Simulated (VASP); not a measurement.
Nb (bcc): the lattice constant a from VASP (plane waves, PAW) at several levels of theory. Static lattice.

| level | lattice constant a (Å) | error against measurement |
|---|---|---|
| LDA | 3.247 | -1.4 % |
| PBE | 3.310 | +0.5 % |
| PBEsol | 3.269 | -0.8 % |
| RPBE | 3.328 | +1.0 % |
| AM05 | 3.265 | -0.9 % |
| PBE-D3(BJ) | 3.263 | -1.0 % |
| PBE-D4 | 3.288 | -0.2 % |
| optB88-vdW | 3.306 | +0.4 % |
| rev-vdW-DF2 | 3.288 | -0.2 % |
| revTPSS | 3.283 | -0.3 % |
| SCAN | 3.294 | -0.0 % |
| r2SCAN | 3.303 | +0.3 % |
| r2SCAN+rVV10 | 3.296 | +0.0 % |

Measured: 3.294 Å at 0 K (as given by Daniel Mejia-Rodriguez et al., Physical Review B (2018), arXiv:1807.09216; static lattice: zero-point anharmonic expansion removed).

The cell of the LDA run:

Space group Im-3m (No. 229); a = b = c = 3.247 Å, α = β = γ = 90.00°

```
atom  site  symmetry       x       y       z
----  ----  --------  ------  ------  ------
Nb      2a      m-3m  0.0000  0.0000  0.0000
```
(The calculation used a cell of 1 atom; values per cell refer to that cell.)

Only levels that ran to the end are used. Left out are those held back, those with too coarse a band path, GW runs whose mesh misses a band edge, hybrids' fits of cells that aren't cubic and levels without matching references; a question may draw on a part of the rest.

The compound is Nb in the bcc structure.
